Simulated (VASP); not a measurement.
Energy against volume of Li$_{2}$S (antifluorite). Method: PW91 GGA, VASP's PBE PAW potentials (set 64) (plane waves; VASP 6.6.1). Numerical set-up: 520 eV cut-off, 7×7×7 Γ-centred mesh, Gaussian smearing of 0.050 eV, potentials Li_sv S.

```json
[
 {"V (Å³/atom)": "14.601", "E (eV/atom)": "-4.01300"},
 {"V (Å³/atom)": "15.067", "E (eV/atom)": "-4.01895"},
 {"V (Å³/atom)": "15.533", "E (eV/atom)": "-4.02078"},
 {"V (Å³/atom)": "15.999", "E (eV/atom)": "-4.01909"}
]
```

Task: Fit these four points and predict the energy of the run at 16.465 Å³/atom.

Result: A cubic in V^(−2/3), the third-order Birch-Murnaghan form, passes through the four points with V0 = 15.53 Å³/atom and B0 = 40 GPa, and gives -4.0144 eV/atom there. The run gave -4.0143 eV/atom, +0.1 meV/atom from the fit; all five points give B0 = 41 GPa.

The compound is Li2S in the antifluorite structure. It was relaxed first.
